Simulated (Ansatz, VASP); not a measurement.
**Cross-check of Mg (Magnesium) between VASP and Ansatz**

Wanted: the spread between two codes on one cell, functional and k mesh. The cell is taken from a series of runs on this material, whose earlier steps may have relaxed, scaled, displaced or heated it; both programs get it as it stands.

Main program and level: Ansatz 0.2.0; plane waves, with VASP 6.6.1 beside it; zone-centre phonons at PBEsol.

### 1. Set-up

The structure is hexagonal, space group P6_3/mmc (No. 194). The conventional cell has a = 3.223 Å, b = 3.223 Å, c = 5.150 Å, α = 90.00°, β = 90.00°, γ = 120.00°. Nearest to Mg lie 12 Mg at 3.18 to 3.22 Å.

### 2. Ansatz: zone-centre phonons, PBEsol

Ansatz runs on its PAW soft_1 files.

Second derivatives magnify differences that forces hide, and they need a tight electronic threshold.

File input.yaml:

```yaml
crystal:
  lattice:
    - [3.2227756995, 0.0, 0.0]
    - [-1.6113878497, 2.7910056265, 0.0]
    - [0.0, 0.0, 5.1504640009]
  atoms:
    - { symbol: Mg, position: [0.3333333333, 0.6666666667, 0.25] }
    - { symbol: Mg, position: [0.6666666667, 0.3333333333, 0.75] }
kpoints:
  mp_grid: { grid: [15, 15, 8] }
hamiltonian:
  xc: pbesol
  pseudopotentials: { kind: paw, azcp: { folder: soft_1 }, xc_functional: pbe }
scf:
  occupations: { method: methfessel_paxton, width: 0.2 }
output:
  eigenvalues: true
phonons:
  method: dfpt
  qmesh: [3, 3, 2]
  temperatures: { t_max: 1000, t_step: 50 }
  qpath:
    path:
      - [[0.0, 0.0, 0.0], [0.5, 0.0, 0.0], [0.33333333, 0.33333333, 0.0], [0.0, 0.0, 0.0], [0.0, 0.0, 0.5], [0.5, 0.0, 0.5], [0.33333333, 0.33333333, 0.5], [0.0, 0.0, 0.5]]
      - [[0.5, 0.0, 0.5], [0.5, 0.0, 0.0]]
      - [[0.33333333, 0.33333333, 0.5], [0.33333333, 0.33333333, 0.0]]
    npoints: 10
```

Run with:

```bash
> ansatz run input.yaml --threads 4 --pin off --max-ram 10240MiB --backend cpu --events-out ev --progress --plain --runs-dir out
```

Numbers of over 12 decimals in the logs are rounded to 6 here.

The log of the run:

```text
Engine: ansatz 0.2.0, aarch64-unknown-linux-gnu
Pseudopotentials: kind: paw
Pseudopotential: Mg, paw, valence charge 10, recommended cutoff 420 eV (normal), soft_1/Mg.paw.azcp
Functional definition: PBEsol
  exchange = pbesol_x
  correlation = pbesol_c
Crystal: 2 atoms, lattice volume = 46.327 Å³
Basis set: ecut = 420 eV, 929 PW (Γ), exchange–correlation on 48×48×72 points (8 copies of the dense FFT grid, shifted against one another)
Bands: 14, of which v1, the nominal top of the filled ones, is band 10 counted from 1 (9 counted from 0)
Symmetry: 24 space group operations
k-points: 135 of 1800
Non-local potential: Mg, projectors of the file, l = 0: 3, l = 1: 2, l = 2: 1
PAW form: soft (Blöchl's): semilocal exchange-correlation on the pseudo side does not see the compensation charge
PAW frozen core: Mg, regenerated for the run's functional, and the local potential with it (the file was generated under x = pbe(κ = 0.804, μ = 0.219515), c = pbe(β = 0.066725))
PAW one-centre angular grid: Mg, 110 points (default); XC on 64 Gauss nodes
Initial density: superposition of atomic densities (chi_scale 0.1, normalization cell)
Initial wavefunctions: pseudopotential atomic-orbital guess
Functional: x = pbesol(κ = 0.804, μ = 0.123457), c = pbesol(β = 0.046)
SCF iter   1: F=—  HF=-3824.130384 eV  |F-HF|=—  |Δ(HF+E_count)|=         —  Δρ=1.39e-2  dr2=1.19e-1  ethr=3.10e-3  ⟨swp⟩=5.0  Hψ=9374  notcnv=0
preconditioner: auto → none  [metal: Δε(μ)=0.026 eV  Ē_g=6.864 eV  σ=0.200 eV  W_gap=0.11  n_scr=8 (ndim 8)  ℏωp=10.9 eV  f_vac=0.000  D(μ)=0.96/eV (n_scr^D=2)  sad-step TF]
SCF iter   2: F=—  HF=-3824.118933 eV  |F-HF|=—  |Δ(HF+E_count)|=   1.15e-2  S|Δr|=    0.00e0  Δρ=9.72e-3  dr2=6.05e-2  ethr=5.96e-4  ⟨swp⟩=1.0  Hψ=2970  notcnv=0
SCF iter   3: F=—  HF=-3824.100817 eV  |F-HF|=—  |Δ(HF+E_count)|=   1.81e-2  S|Δr|=    0.00e0  Δρ=1.63e-3  dr2=1.64e-3  ethr=3.03e-4  ⟨swp⟩=1.2  Hψ=1918  notcnv=0
SCF iter   4: F=—  HF=-3824.100494 eV  |F-HF|=—  |Δ(HF+E_count)|=   3.23e-4  S|Δr|=    0.00e0  Δρ=1.20e-4  dr2=2.68e-6  ethr=8.19e-6  ⟨swp⟩=2.8  Hψ=3282  notcnv=0
SCF iter   5: F=—  HF=-3824.100495 eV  |F-HF|=—  |Δ(HF+E_count)|=   6.15e-7  S|Δr|=    0.00e0  Δρ=1.39e-5  dr2=2.58e-8  ethr=1.34e-8  ⟨swp⟩=2.0  Hψ=3282  notcnv=0
SCF iter   6: F=—  HF=-3824.100495 eV  |F-HF|=—  |Δ(HF+E_count)|=   3.28e-7  S|Δr|=    0.00e0  Δρ=2.29e-6  dr2=7.65e-10  ethr=1.29e-10  ⟨swp⟩=2.0  Hψ=3250  notcnv=0
SCF iter   7: F=-3824.100495 eV  HF=-3824.100495 eV  |F-HF|=4.09e-12  |Δ(HF+E_count)|=   1.52e-9  S|Δr|=    0.00e0  Δρ=1.51e-7  dr2=5.09e-12  ethr=1.00e-12  ⟨swp⟩=4.6  Hψ=9767  notcnv=0
SCF 1 converged in 7 iterations: F = -3824.100495 eV  dr2 = 5.09e-12
  greatest PAW one-centre occupation: 1.000 electrons in one spin orbital (limit 2), on the Mg atom at site 1 (counted from 0), in its partial waves of l = 0
NSCF: frozen V_eff on 135 k-points
NSCF: frozen V_eff on 320 k-points
DFPT response loops at q = (0, 0, 0) (fractional): preconditioner auto → Kerker (q_TF=auto, 2.372 Å⁻¹) (partly filled bands, converged f_vac=0.000); β = 1.00, the filter's whole step (`scf.mixing.beta` (0.50) is not read by the response loops under this deck's `scf.mixing.preconditioner`; to damp them name `kerker` or `kerker_dos`, under which they read `scf.mixing.beta`, and type it under 1.00, their step now; both keys bind the ground state too); Broyden in place of MSR1
NSCF: frozen V_eff on 640 k-points
DFPT response loops at q = (0, 0, -0.5) (fractional): mixed as the last ones told, above
NSCF: frozen V_eff on 1200 k-points
DFPT response loops at q = (0, 0.333333, 0) (fractional): mixed as the last ones told, above
NSCF: frozen V_eff on 1200 k-points
DFPT response loops at q = (0, 0.333333, -0.5) (fractional): mixed as the last ones told, above
NSCF: frozen V_eff on 1200 k-points
DFPT response loops at q = (0.333333, 0.333333, 0) (fractional): mixed as the last ones told, above
NSCF: frozen V_eff on 1200 k-points
DFPT response loops at q = (0.333333, 0.333333, -0.5) (fractional): mixed as the last ones told, above
SCF converged after 7 iterations
Stability not checked: this state was not tested for a lower state beside it, because cold or Methfessel-Paxton smearing, or corrected tetrahedra, fill the levels in a way that the test cannot read (fill_not_monotonic; see scf.lower_state_search)
Free energy (F): -3824.100495 eV
Harris-Foulkes:  -3824.100495 eV  (|F-HF|=4.09e-12)
Internal energy: -3824.098595 eV  (E = F + TS)
E sigma→0 (E₀):  -3824.100020 eV
Entropy (-TS):   -0.001900 eV (-0.950 meV/atom)
Fermi energy:    5.483652 eV
--- Per-component energies (eV) ---
  E_band       = -714.969771
  E_kinetic    = 138.189617
  E_local      = -3435.175658  (includes V_loc(G=0)·N_el)
  E_nonlocal   = 391.989858
  E_hartree    = 1171.111182
  E_xc         = -51.247894
  E_vxc        = -66.407005  (∫ρ·V_xc dr)
  E_paw        = -580.246720  (= ΣΔE_a)
  E_vpaw       = -85.788666  (= ΣTr[D̂ρ^β])
  E_aug_tail   = -0.000290  (compensation charges beyond the density's cutoff)
  E_ewald      = -1458.836413
  E_core_change = 0.117725  (= ΣΔE_core)
  E_smearing   = -0.001900  (= −TS)
  E_closure    = -0.000000  (closes the sum)
  Σ components = -3824.100495   (vs F -3824.100495, Δ=0.00e0)
--- Band table (eV; the first three rows and the last of 135) ---
  k-point 0: bands = [... 6 lower, -37.0996, -37.0996, -1.3973, 3.9067, 4.3963, 16.1958, 16.1958, 16.2576]
  k-point 1: bands = [... 6 lower, -37.0998, -37.0998, -1.3082, 2.8565, 5.5998, 16.2671, 16.2671, 16.3195]
  k-point 2: bands = [... 6 lower, -37.1004, -37.1004, -1.0414, 1.7521, 7.1638, 14.7313, 16.4735, 16.4735]
  k-point 134: bands = [... 6 lower, -37.1056, -37.1056, 5.6579, 5.6579, 6.1464, 6.1464, 6.9563, 6.9563]
--- Phonons (Γ-DFPT): 2 representative perturbations + reference (Σ response iterations 6) ---
  ASR residual: 1.429e-4 → 0.000e0 eV/Å²; symmetrization residual: 1.705e-10 eV/Å²
  ASR residual per site (eV/Å²): 1.43e-4 1.43e-4
  Γ frequencies (cm⁻¹): 0.00 0.00 0.00 126.46 126.46 243.45
--- Phonons (arbitrary-q DFPT): 6 irreducible q on the 3×3×2 mesh ---
  q = [0.0000, 0.0000, 0.0000] (star 1, of the zone-centre solve; hermiticity 6.43e-11, symmetrization 3.22e-11): -0.00 -0.00 0.00 126.46 126.46 243.45
  q = [0.0000, 0.0000, -0.5000] (star 1, 2 solved perturbations in 455 linear systems a pass and spin channel, the states on 320 of 1800 k-point pairs; hermiticity 1.19e-8, symmetrization 2.55e-8): 94.37 94.37 94.37 94.37 175.99 175.99
  q = [0.0000, 0.3333, 0.0000] (star 6, 3 solved perturbations on 600 of 1800 k-point pairs; hermiticity 3.78e-7, symmetrization 2.15e-10): 100.89 111.30 167.47 183.56 205.93 217.19
  q = [0.0000, 0.3333, -0.5000] (star 6, 3 solved perturbations on 600 of 1800 k-point pairs; hermiticity 2.56e-7, symmetrization 4.60e-8): 136.16 136.16 147.96 147.96 220.39 220.39
  q = [0.3333, 0.3333, 0.0000] (star 2, 2 solved perturbations in 830 linear systems a pass and spin channel, the states on 600 of 1800 k-point pairs; hermiticity 1.03e-8, symmetrization 5.16e-9): 169.32 169.32 178.16 184.82 184.82 217.95
  q = [0.3333, 0.3333, -0.5000] (star 2, 2 solved perturbations in 830 linear systems a pass and spin channel, the states on 600 of 1800 k-point pairs; hermiticity 2.16e-7, symmetrization 5.09e-9): 132.75 132.75 198.81 198.81 225.14 225.14
  sum rule: each row above includes the acoustic sum rule's correction from the zone centre's row sums; it moved no ω² by more than (1.26 cm⁻¹)²
  mesh force constants: q→R imaginary residual 0.00e0; ASR residual 1.429e-4 → 0.000e0 eV/Å²; symmetrization residual 1.079e-15 eV/Å²
  interpolated dispersion: 93 rows × 6 modes
  density of states and harmonic sums: on the 24×24×12 q-mesh, interpolated from the force constants of a 3×3×2 supercell (no non-analytic term)
  largest difference from the sums on the solved wave vectors: F 3.66e-2 eV, S 5.09e-5 and C_V 1.43e-5 eV/K
  zero-point energy: 0.061225 eV/cell   skipped modes (ω ≤ 0): 3   left out of the sums: 7.23e-5 of the cell's modes: C_V's classical limit lies that fraction below 3 k_B per atom; for a crystal, a wire or a layer, F and S can be off by more, and a phonons.interpolated_qmesh denser along its periods is the remedy for the sampling
```

### 3. VASP: zone-centre phonons, PBEsol

The same cell, functional, mesh and smearing now go to VASP, with its own data sets.

Lines of VASP's logs that name or quote its potential files are left out, and so is its time.

File INCAR:

```
SYSTEM = Mg
PREC = Accurate
ENCUT = 600
EDIFF = 1E-08
NELM = 120
ISMEAR = 1
SIGMA = 0.2
LREAL = .FALSE.
ALGO = Normal
GGA = PS
NBANDS = 8
LORBIT = 11
LWAVE = .FALSE.
LCHARG = .FALSE.
ISIF = 2
IBRION = 8
LASPH = .TRUE.
GGA_COMPAT = .FALSE.
KPAR = 2
```

File POSCAR:

```
Mg
1.0
    3.2227756995      0.0000000000      0.0000000000
   -1.6113878497      2.7910056265      0.0000000000
    0.0000000000      0.0000000000      5.1504640009
Mg
2
Direct
    0.3333333333      0.6666666667      0.2500000000
    0.6666666667      0.3333333333      0.7500000000
```

File KPOINTS:

```
Automatic mesh
0
Gamma
15 15 8
0 0 0
```

Potentials, in the order of the species: Mg (PBE family, release 64).

Run with:

```bash
> mpirun -np 2 vasp_std
```

The log of the run:

```text
[banner, memory and clock lines left out]
running    2 mpi-ranks, on    1 nodes
 distrk:  each k-point on    1 cores,    2 groups
 distr:  one band on    1 cores,    1 groups

 POSCAR found type information on POSCAR Mg
 POSCAR found :  1 types and       2 ions
|                                                                             |
|               ----> ADVICE to this user running VASP <----                  |
|                                                                             |
|     You enforced a specific xc type in the INCAR file but a different       |
|     [... a line on the potential file left out ...]
|     I HOPE YOU KNOW WHAT YOU ARE DOING!                                     |
|                                                                             |

 LDA part: xc-table for (Slater+PW92), standard interpolation
 POSCAR, INCAR and KPOINTS ok, starting setup
 FFT: planning ... GRIDC
 FFT: planning ... GRID_SOFT
 FFT: planning ... GRID
 WAVECAR not read
 entering main loop
       N       E                     dE             d eps       ncg     rms          rms(c)
DAV:   1    -0.762262451858E+00   -0.76226E+00   -0.14777E+03  2160   0.404E+02
DAV:   2    -0.344787547661E+01   -0.26856E+01   -0.25790E+01  2864   0.229E+01
DAV:   3    -0.346356593530E+01   -0.15690E-01   -0.15683E-01  2896   0.231E+00
DAV:   4    -0.346360718098E+01   -0.41246E-04   -0.41245E-04  3160   0.990E-02
DAV:   5    -0.346360728356E+01   -0.10258E-06   -0.10250E-06  2936   0.339E-03    0.970E-01
DAV:   6    -0.345309665854E+01    0.10511E-01   -0.64190E-04  2632   0.188E-01    0.618E-01
DAV:   7    -0.344344688497E+01    0.96498E-02   -0.26797E-03  2336   0.343E-01    0.321E-02
DAV:   8    -0.344345254916E+01   -0.56642E-05   -0.17567E-05  3384   0.303E-02    0.646E-03
DAV:   9    -0.344345215252E+01    0.39664E-06   -0.93732E-07  2496   0.452E-03    0.584E-04
DAV:  10    -0.344345199708E+01    0.15544E-06   -0.38342E-09  3376   0.381E-04    0.138E-04
DAV:  11    -0.344345198315E+01    0.13931E-07   -0.23116E-10  1576   0.127E-04    0.102E-05
DAV:  12    -0.344345198207E+01    0.10739E-08   -0.33153E-12  1448   0.109E-05
   1 F= -.34434520E+01 E0= -.34428263E+01  d E =-.187709E-02
 Linear response reoptimize wavefunctions to high precision
DAV:   1    -0.344345198267E+01   -0.59889E-09   -0.29694E-13  1664   0.325E-06
DAV:   2    -0.344345198267E+01    0.00000E+00   -0.53203E-14  1416   0.978E-07
 Linear response DOF=           2
 Linear response progress:
  Degree of freedom:   1/  2
       N       E                     dE             d eps       ncg     rms          rms(c)
RMM:   1    -0.127476632518E-02   -0.12748E-02   -0.86607E-04 16559   0.177E-01
RMM:   2    -0.128159407356E-02   -0.68277E-05   -0.61151E-06 13973   0.147E-02    0.211E-02
RMM:   3    -0.126571929990E-02    0.15875E-04   -0.42348E-07 14479   0.648E-03    0.135E-02
RMM:   4    -0.126285643393E-02    0.28629E-05   -0.11120E-06 13998   0.105E-02    0.751E-04
RMM:   5    -0.126342572723E-02   -0.56929E-06   -0.11278E-08 14818   0.516E-04    0.987E-05
RMM:   6    -0.126349535612E-02   -0.69629E-07   -0.20623E-10 14746   0.807E-05    0.188E-05
RMM:   7    -0.126355066509E-02   -0.55309E-07    0.92958E-11 15463   0.169E-05    0.108E-06
RMM:   8    -0.126355211284E-02   -0.14478E-08   -0.17291E-10 14603   0.238E-06    0.384E-07
 first order change of Fermi-energy   0.26060E-06
 force on displaced ion       1 direction 1 :  -0.719   0.000   0.000
 Linear response progress:
  Degree of freedom:   2/  2
       N       E                     dE             d eps       ncg     rms          rms(c)
RMM:   1    -0.668637110602E-02   -0.66864E-02   -0.12250E-02  6908   0.285E-01
RMM:   2    -0.384015329936E-02    0.28462E-02    0.33086E-04  4743   0.384E-02    0.288E-02
RMM:   3    -0.386028692666E-02   -0.20134E-04    0.45588E-05  4769   0.130E-02    0.134E-02
RMM:   4    -0.389407031412E-02   -0.33783E-04    0.60641E-07  4836   0.744E-03    0.518E-03
RMM:   5    -0.389286955433E-02    0.12008E-05   -0.29246E-07  4825   0.410E-03    0.277E-04
RMM:   6    -0.389327468663E-02   -0.40513E-06    0.58315E-07  4979   0.269E-04    0.153E-04
RMM:   7    -0.389357688203E-02   -0.30220E-06    0.67109E-08  5023   0.103E-04    0.538E-06
RMM:   8    -0.389360813250E-02   -0.31250E-07    0.81306E-08  5181   0.112E-05    0.204E-06
RMM:   9    -0.389360680879E-02    0.13237E-08    0.99053E-09  4879   0.295E-06    0.664E-07
 first order change of Fermi-energy  -0.26885E-05
 force on displaced ion       1 direction 3 :   0.000  -0.000  -2.663
 Linear response finished
```

(Continued in part 2 of 2.)

[Lines on the potential files, build, host, timing and source positions are cut from VASP's logs without a mark.]

[Logs are printed without paths, hosts, clocks, repeated set-up lines and the standing remarks that a program may print on its own settings, such as how far it seeks lower states.]

[Hosts, paths, dates, database ids (printed as entryN), source tags and the programs' standing remarks are cut or masked in the printed files.]
